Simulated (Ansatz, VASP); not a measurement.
# Cross-check of SiHCF (H-SiC-F chair monolayer) between VASP and Ansatz, part 2 of 2

One calculation is typed for both programs; each brings its own data sets. How far apart do they land? Of the first pair: The structure shown is the start of the Ansatz relaxation below; VASP solves that cell, so the two are compared at the walk's first step.

VASP 6.6.1 and Ansatz 0.2.0.

So far: The starting structure; Ansatz: relaxation, PBE with D3(BJ); VASP: single point, PBE with D3(BJ), start cell, pair 1.

## 3. VASP: single point, PBE with D3(BJ), start cell, pair 1 (continued)

Level of this step: PBE with D3(BJ); plane waves and PAW (F, C, Si, H) (VASP).

Numbers of over 12 decimals in the logs are rounded to 6 here.

OUTCAR, selected parts (step 3):

```text
ion  position               nearest neighbor table
   1  0.667  0.333  0.295-   2 1.33
   2  0.667  0.333  0.338-   1 1.33   3 1.89   3 1.89   3 1.89
   3  0.333  0.667  0.359-   4 1.42   2 1.89   2 1.89   2 1.89
   4  0.333  0.667  0.405-   3 1.42

  LATTYP: Found a hexagonal cell.
 ALAT       =     3.0855000000
 C/A-ratio  =     9.9000703290

 Subroutine GETGRP returns: Found  6 space group operations
 (whereof  6 operations were pure point group operations)

The static configuration has the point symmetry C_3v.

 Found     19 irreducible k-points:

   k-points           NKPTS =     19   k-points in BZ     NKDIM =     19   number of bands    NBANDS=     14

   dimension x,y,z NGX =    24 NGY =   24 NGZ =  240
   dimension x,y,z NGXF=    48 NGYF=   48 NGZF=  480

   ENCUT  =  520.0 eV  38.22 Ry    6.18 a.u.   5.74  5.74 56.80*2*pi/ulx,y,z

   NELECT =      16.0000    total number of electrons

 k-points in reciprocal lattice and weights: Automatic mesh
   0.00000000  0.00000000  0.00000000       0.007
   0.08333333 -0.00000000  0.00000000       0.042
   0.16666667  0.00000000  0.00000000       0.042
   0.25000000 -0.00000000  0.00000000       0.042
   0.33333333  0.00000000  0.00000000       0.042
   0.41666667 -0.00000000  0.00000000       0.042
   0.50000000 -0.00000000  0.00000000       0.021
   0.08333333  0.08333333  0.00000000       0.042
   0.16666667  0.08333333  0.00000000       0.083
[...]
0.33333333  0.25000000  0.00000000       0.083
   0.33333333  0.33333333  0.00000000       0.014

 dipolmoment           0.000000      0.000000     -0.092163 electrons x Angstroem

 average (electrostatic) potential at core
       1 -84.8049       2 -59.1978       3 -92.7812       4 -40.9287

 E-fermi :  -2.9065

 k-point     1 :       0.0000    0.0000    0.0000
  band No.  band energies     occupation
    ...
      4      -9.6905      2.00000
      5      -9.6905      2.00000
      6      -9.1964      2.00000
      7      -4.1942      2.00000
      8      -4.1942      2.00000
      9      -1.6189      0.00000
     10       0.0410      0.00000
     11       0.7204      0.00000
     12       1.4353      0.00000
     13       2.2984      0.00000
    ...

 k-point     2 :       0.0833   -0.0000    0.0000
  band No.  band energies     occupation
    ...
      4      -9.8820      2.00000
      5      -9.7266      2.00000
      6      -9.1077      2.00000
      7      -4.6548      2.00000
      8      -4.3181      2.00000
      9      -1.3465      0.00000
     10       0.1955      0.00000
     11       0.8665      0.00000
     12       1.5797      0.00000
     13       2.4090      0.00000
    ...

 k-point     3 :       0.1667    0.0000    0.0000
  band No.  band energies     occupation
    ...
      4     -10.3021      2.00000
      5      -9.8246      2.00000
      6      -8.9858      2.00000
      7      -5.6025      2.00000
      8      -4.6158      2.00000
      9      -0.8515      0.00000
     10       0.4988      0.00000
     11       1.2812      0.00000
     12       1.8179      0.00000
     13       2.1183      0.00000
    ...

 Edisp (eV)   -0.36723

  Total       1.47578     1.47578     7.95354     0.00000     0.00000     0.00000
  in kB       9.38831     9.38831    50.59707     0.00000     0.00000     0.00000
  external pressure =       23.12 kB  Pullay stress =        0.00 kB

  energy-cutoff  :      520.00
  volume of cell :      251.85
      direct lattice vectors                 reciprocal lattice vectors
     3.085500000  0.000000000  0.000000000     0.324096581  0.187117275  0.000000000
    -1.542750000  2.672121000  0.000000000     0.000000000  0.374234550  0.000000000
     0.000000000  0.000000000 30.546667000     0.000000000  0.000000000  0.032736796

 POSITION                                       TOTAL-FORCE (eV/Angst)
 -----------------------------------------------------------------------------------
      1.54275      0.89071      9.00000         0.000000     -0.000000     -4.105567
      1.54275      0.89071     10.33000        -0.000000     -0.000000      3.450524
      0.00000      1.78141     10.95333         0.000000     -0.000000     -0.860870
      0.00000      1.78141     12.37333         0.000000      0.000000      1.515913
 -----------------------------------------------------------------------------------
    total drift:                               -0.000001      0.000008     -0.000955

  FREE ENERGIE OF THE ION-ELECTRON SYSTEM (eV)
  ---------------------------------------------------
  free  energy   TOTEN  =       -21.4270230321 eV

  energy  without entropy=      -21.4270230321  energy(sigma->0) =      -21.42702303

 vacuum level on the upper side and lower side of the slab         0.522         2.545

 total charge
# of ion       s       p       d       tot
------------------------------------------
    1        1.750   4.395   0.000   6.145
    2        0.833   1.685   0.000   2.519
    3        0.743   1.052   0.000   1.795
    4        0.610   0.017   0.000   0.626
--------------------------------------------------
tot          3.935   7.149   0.000  11.084

[... 3 further parts left out ...]
```

## 4. Comparison

Known differences besides the potentials themselves: Ansatz cuts the interaction across the vacuum, VASP repeats the sheet with a dipole correction (LDIPOL); the cutoff is 420 eV in Ansatz and 520 eV in VASP. Total energies have different zeros and are not compared.

Forces (eV/Å; atoms numbered as in POSCAR):

```tsv
atom	Ansatz x, y, z	VASP x, y, z
F1	0.000, 0.000, -3.661	0.000, 0.000, -4.106
C2	0.000, 0.000, 3.017	0.000, 0.000, 3.451
Si3	0.000, 0.000, -0.889	0.000, 0.000, -0.861
H4	0.000, 0.000, 1.533	0.000, 0.000, 1.516
```

The forces differ by 180 meV/Å r.m.s., which is 11.0 % of the r.m.s. force of 1.628 eV/Å (both taken over all components). Where the cell holds vacuum, a pressure given here is an average over it and none of the material.

## 5. Ansatz: relaxation, PBE with D3(BJ)

This run makes the geometry at which the two programs are then compared.

The structure compared here is the end of the Ansatz relaxation.

This is the run of step 2 again, met here at its other cell.

## 6. VASP: single point, PBE with D3(BJ), relaxed cell, pair 2

The same cell, functional, mesh and smearing now go to VASP, with its own data sets.

Contents of INCAR:

```
SYSTEM = SiHCF
PREC = Accurate
ENCUT = 520
EDIFF = 1E-06
NELM = 120
ISMEAR = -1
SIGMA = 0.05
LREAL = .FALSE.
ALGO = Normal
GGA = PE
IVDW = 12
NBANDS = 14
LORBIT = 11
LWAVE = .FALSE.
LCHARG = .FALSE.
ISIF = 2
LDIPOL = .TRUE.
IDIPOL = 3
DIPOL = 0.5 0.5 0.349
LVHAR = .TRUE.
LASPH = .TRUE.
GGA_COMPAT = .FALSE.
EFERMI = MIDGAP
NELMDL = -8
```

Contents of POSCAR:

```
SiHCF
1.0
    3.1435925703      0.0000000000      0.0000000000
   -1.5717962851      2.7224310250      0.0000000000
    0.0000000000      0.0000000000     30.5466666627
F C Si H
1 1 1 1
Direct
    0.6666666667      0.3333333333      0.2921648826
    0.6666666667      0.3333333333      0.3388830068
    0.3333333334      0.6666666666      0.3581741019
    0.3333333334      0.6666666666      0.4072206104
```

Contents of KPOINTS:

```
Automatic mesh
0
Gamma
12 12 1
0 0 0
```

Potentials, in the order of the species: F, C, Si and H (PBE family, release 64).

Started as:

```console
mpirun -np 1 vasp_std
```

Output:

```text
[... set-up lines as in an earlier step ...]
 entering main loop
       N       E                     dE             d eps       ncg     rms          rms(c)
DAV:   1     0.131765558114E+03    0.13177E+03   -0.55616E+03   580   0.800E+02
DAV:   2    -0.488658899236E+01   -0.13665E+03   -0.12658E+03   936   0.171E+02
DAV:   3    -0.223134130564E+02   -0.17427E+02   -0.17181E+02   720   0.816E+01
DAV:   4    -0.227570812972E+02   -0.44367E+00   -0.44186E+00   746   0.144E+01
[...]
DAV:  24    -0.213459407030E+02   -0.25512E-05   -0.73093E-08   494   0.173E-03    0.386E-04
DAV:  25    -0.213459427338E+02   -0.20308E-05   -0.43323E-08   446   0.162E-03    0.135E-04
DAV:  26    -0.213459436663E+02   -0.93251E-06   -0.27331E-08   470   0.895E-04
   1 F= -.21696297E+02 E0= -.21696297E+02  d E =-.168353E-12
```

Parts of OUTCAR (step 6):

```text
 Edisp (eV)   -0.35035

  Total      -0.05785    -0.05785     0.32683    -0.00000    -0.00000     0.00000
  in kB      -0.35453    -0.35453     2.00299    -0.00000    -0.00000     0.00000
  external pressure =        0.43 kB  Pullay stress =        0.00 kB

 POSITION                                       TOTAL-FORCE (eV/Angst)
 -----------------------------------------------------------------------------------
      1.57180      0.90748      8.92466        -0.000000     -0.000000     -0.289679
      1.57180      0.90748     10.35175         0.000000     -0.000000      0.283558
      0.00000      1.81495     10.94102         0.000000      0.000000      0.022324
      0.00000      1.81495     12.43923         0.000000     -0.000000     -0.016203
 -----------------------------------------------------------------------------------
    total drift:                               -0.000000      0.000000     -0.000142

  FREE ENERGIE OF THE ION-ELECTRON SYSTEM (eV)
  ---------------------------------------------------
  free  energy   TOTEN  =       -21.6962972562 eV

  energy  without entropy=      -21.6962972562  energy(sigma->0) =      -21.69629726

[... 1 part as in an earlier step ...]

[... 2 further parts left out ...]
[key lines of the parts left out:]
E-fermi :  -3.5449
```

## 7. Comparison

The two programs side by side:

```tsv
quantity	Ansatz	VASP	difference
gap on the k mesh (eV)	2.689	2.678	+0.011
```

Forces (eV/Å; atoms numbered as in POSCAR):

```tsv
atom	Ansatz x, y, z	VASP x, y, z
F1	0.000, 0.000, 0.000	0.000, 0.000, -0.290
C2	0.000, 0.000, 0.001	0.000, 0.000, 0.284
Si3	0.000, 0.000, 0.002	0.000, 0.000, 0.022
H4	0.000, 0.000, -0.003	0.000, 0.000, -0.016
```

The forces differ by 117 meV/Å r.m.s., where the r.m.s. force is 0.001 eV/Å in Ansatz and 0.117 eV/Å in VASP: the atoms lie near their places of rest in Ansatz, so a percentage would say little (all taken over all components). A gap on the mesh is an upper bound, since the band edges may lie between its points. Where the cell holds vacuum, a pressure given here is an average over it and none of the material.

## 8. What came out

| Quantity | Value |
| --- | --- |
| r.m.s. force difference (single point, PBE with D3(BJ), start cell, pair 1) | 11 % of the r.m.s. force |
| r.m.s. force difference (single point, PBE with D3(BJ), relaxed cell, pair 2) | 117 meV/Å |

In words: The r.m.s. force difference is 117 meV/Å (single point, PBE with D3(BJ), relaxed cell, pair 2), beyond the 12 meV/Å picked in this series as the mark of a large difference. What causes the difference of the single point, PBE with D3(BJ), start cell, pair 1 pair stays open here. What causes the difference of the single point, PBE with D3(BJ), relaxed cell, pair 2 pair stays open here. Such differences can come from data sets, numerical settings and the points named under the comparisons, not from the functional's error against experiment.

[Lines on the potential files, build, host, timing and source positions are cut from VASP's logs without a mark.]

[Logs are printed without paths, hosts, clocks, repeated set-up lines and the standing remarks that a program may print on its own settings, such as how far it seeks lower states.]

[Hosts, paths, dates, database ids (printed as entryN), source tags and the programs' standing remarks are cut or masked in the printed files.]
